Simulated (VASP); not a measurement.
Here is a VASP 6.6.1 calculation.

Contents of POSCAR:

```
Si
1.0
    0.0000000000      2.7135600000      2.7135600000
    2.7135600000      0.0000000000      2.7135600000
    2.7135600000      2.7135600000      0.0000000000
Si
2
Direct
    0.7500000000      0.7500000000      0.7500000000
    0.5000000000      0.5000000000      0.5000000000
```

Contents of INCAR.step1:

```
SYSTEM = Si
PREC = Accurate
ENCUT = 520
EDIFF = 1E-5
ISMEAR = 0
SIGMA = 0.02
LREAL = .FALSE.
LASPH = .TRUE.
NELM = 60
ALGO = Normal
LWAVE = .TRUE.
LCHARG = .FALSE.
KPAR = 4
GGA = PE
```

File INCAR.step2:

```
SYSTEM = Si
PREC = Accurate
ENCUT = 520
EDIFF = 1E-7
ISMEAR = 0
SIGMA = 0.02
LREAL = .FALSE.
LASPH = .TRUE.
NELM = 60
ALGO = Normal
ISIF = 3
LWAVE = .FALSE.
LCHARG = .FALSE.
GGA = PE
LHFCALC = .TRUE.
HFSCREEN = 0.2
PRECFOCK = Fast
IBRION = 2
NSW = 80
EDIFFG = -0.01
KPAR = 4
ISTART = 1
```

Contents of KPOINTS:

```
Automatic mesh
0
G
  6 6 6
  0 0 0
```

Potentials or basis: VASP PAW PBE potentials, release 64 (Si).

Command:

```bash
$ cat potpaw_PBE.64/Si/POTCAR > POTCAR
$ cp INCAR.step1 INCAR
$ mpirun -np 4 vasp_std > vasp.out
$ cp INCAR.step2 INCAR
$ mpirun -np 4 vasp_std > vasp.out
```

Predict the relaxed volume.

20.06 Å³/atom.

What does it give for the space group after relaxing (to 0.05 Å)?

Fd-3m (No. 227).

What does it give for the relaxed cell?

a = 3.843 Å, b = 3.843 Å, c = 3.843 Å, α = 60.00°, β = 60.00°, γ = 60.00°.

Final structure:
```xyz
2
Lattice="0.0000 2.7171 2.7171 2.7171 0.0000 2.7171 2.7171 2.7171 0.0000" Properties=species:S:1:pos:R:3 pbc="T T T"
Si    4.0757    4.0757    4.0757
Si    2.7171    2.7171    2.7171
```

Caveat: the PAW data sets were made with another functional, which shifts forces and pressure a little. Zero-point motion and thermal expansion aren't in these numbers.
